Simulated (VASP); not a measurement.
Given:

```
CELL_PARAMETERS angstrom
     -2.83621     2.83621     2.83621
      2.83621    -2.83621     2.83621
      2.83621     2.83621    -2.83621
ATOMIC_POSITIONS crystal
  Rb 0.00000 0.00000 0.00000
```

Calculation: PBE GGA, VASP's PBE PAW potentials (set 64) (plane waves; VASP). Numerical set-up: 400 eV cut-off, Gaussian smearing of 0.050 eV, potentials Rb_sv.

Q: Give the energies of bands 5 to 7 at the high-symmetry points, in eV from the Fermi level.

A: 
```tsv
band	Γ	H	N	P
5	-1.99	1.23	0.21	1.27
6	3.65	1.23	0.75	1.27
7	3.65	3.22	2.56	1.27
```

It has no gap at this level: it comes out as a metal or semimetal.

The compound is Rb in the bcc structure. It was relaxed first.
